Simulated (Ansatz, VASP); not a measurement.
**ZrB4C2 in VASP and in Ansatz**

Contents of INCAR:

```
SYSTEM = ZrB4C2
PREC = Accurate ; ENCUT = 600
EDIFF = 1E-7 ; ISMEAR = 0
SIGMA = 0.1 ; LREAL = .FALSE.
LASPH = .TRUE. ; NELM = 100
ALGO = Normal ; ISIF = 3
LWAVE = .FALSE. ; LCHARG = .FALSE.
GGA = PE ; IBRION = 2
NSW = 90 ; EDIFFG = -0.04
```

KPOINTS

```
regular mesh
0
G
  4 4 4
  0 0 0
```

POSCAR

```
ZrB4C2
1.0
    0.0000000000      3.4713453000      3.4713453000
    3.4713453000      0.0000000000      3.4713453000
    3.4713453000      3.4713453000      0.0000000000
Zr B C
1 4 2
Direct
    0.0000000000      0.0000000000      0.0000000000
    0.3554060500      0.3554060500      0.3554060500
    0.3554060500      0.3554060500      0.9337818600
    0.3554060500      0.9337818600      0.3554060500
    0.9337818600      0.3554060500      0.3554060500
    0.5000000000      0.5000000000      0.5000000000
    0.2500000000      0.2500000000      0.2500000000
```

Input for Ansatz:

```yaml
crystal:
  lattice:
    - [0.0, 3.4713453, 3.4713453]
    - [3.4713453, 0.0, 3.4713453]
    - [3.4713453, 3.4713453, 0.0]
  atoms:
    - { symbol: Zr, position: [0.0, 0.0, 0.0] }
    - { symbol: B, position: [0.35540605, 0.35540605, 0.35540605] }
    - { symbol: B, position: [0.35540605, 0.35540605, 0.93378186] }
    - { symbol: B, position: [0.35540605, 0.93378186, 0.35540605] }
    - { symbol: B, position: [0.93378186, 0.35540605, 0.35540605] }
    - { symbol: C, position: [0.5, 0.5, 0.5] }
    - { symbol: C, position: [0.25, 0.25, 0.25] }
basis:
  ecutwfc: 420
kpoints:
  mp_grid: { grid: [4, 4, 4] }
hamiltonian:
  xc: pbe
scf:
  occupations: { method: gaussian, width: 0.1 }
  lower_state_search: "off"
output:
  forces: true
  stress: true
  eigenvalues: true
relax:
  adjacent_minimum: "off"
  f_tol: 0.04
  max_steps: 70
  cell: { stress_tol: 0.4 }
```

Alike in both runs: task relaxation of cell and atoms; functional PBE; k mesh 4 × 4 × 4; occupations gaussian, width 0.1 eV; no spin polarisation.

|  | VASP | Ansatz |
| --- | --- | --- |
| version | VASP 6.6.1 | Ansatz 0.2.0 |
| potentials or method | VASP PAW PBE potentials, release 64 (Zr_sv, B, C) | scalar-relativistic, plane waves, PAW |
| plane-wave cutoff (eV) | 600 | 420 |
| valence electrons in the cell | 32 | 32 |

```tsv
	VASP	Ansatz	Ansatz less VASP
gap on the k mesh at the Fermi level, each at its own relaxed structure (eV)	none	none	-
relaxed volume (Å³/atom)	12.22	12.22	0.000
relaxed cell length with the largest relative difference (Å)	4.945	4.945	-0.0001
energy change over the relaxation (meV/atom)	-1079	-1076	+2.4
```

A gap of «none» marks a metal or a gap that the smearing closes.

Caveats: the k mesh is coarse (spacing up to 0.39 Å⁻¹), so the values aren't converged.
